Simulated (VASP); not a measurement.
Input:

```yaml
crystal:
  lattice:
    - [0.00000, 2.69308, 2.69308]
    - [2.69308, 0.00000, 2.69308]
    - [2.69308, 2.69308, 0.00000]
  atoms:
    - { symbol: K, position: [0.00000, 0.00000, 0.00000] }
    - { symbol: F, position: [0.50000, 0.50000, 0.50000] }
```

All values below come from PBE GGA with D4 dispersion, VASP's PBE PAW potentials (set 64) (plane waves; VASP). Numerical set-up: 520 eV cut-off, 8×8×8 Γ-centred mesh, Gaussian smearing of 0.050 eV, potentials K_sv F.

Problem. Estimate the energy per atom (σ→0), band gap (on the k-mesh) with the smallest direct gap where there is one.

Solution. 
The band gap (on the k-mesh) comes out as 6.04 eV. The smallest direct gap (on the k-mesh) comes out as 6.04 eV and the energy per atom (σ→0) comes out as -4.218 eV/atom.

The absolute energy has meaning only against runs of the same code, potentials and settings.

The compound is KF in the rock salt structure. It was relaxed first. The start is the result of an earlier pass.
